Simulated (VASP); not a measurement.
Given:

```xyz
2
Lattice="0.0000 2.1744 2.1744 2.1744 0.0000 2.1744 2.1744 2.1744 0.0000" Properties=species:S:1:pos:R:3 pbc="T T T"
Co     0.0000     0.0000     0.0000
O      1.0872     1.0872     1.0872
```
Starting moments (μB, in the order of the record's atoms Co O): 1.6 0.2.

The numbers are results of PBEsol GGA, VASP's PBE PAW potentials (set 64) (plane waves; VASP 6.6.1), not measurements. Numerical set-up: 520 eV cut-off, 16×16×16 Γ-centred mesh, tetrahedra with Blöchl corrections, potentials Co O.

The moments were started parallel, and other spin orders were not tried in this run.

Task: What does the run give for the cell moment, energy per atom (σ→0), band gap (on the k-mesh) with the smallest direct gap where there is one?

Result: 
```
Item                                                         Value
------------------------  ----------------------------------------
band gap (on the k-mesh)  none (metal, semimetal or under 0.01 eV)
cell moment                                                1.84 μB
energy per atom (σ→0)                               -7.139 eV/atom
```

Task: Give the moment on each site (PAW-sphere projection).

Result: 
```tsv
site	moment (μB)
Co1	1.63
O2	0.16
```

The structure was generated: CoO was put into the zinc blende type (F-43m), which need not be its known phase. It was relaxed first, which changed the volume by -6 %.
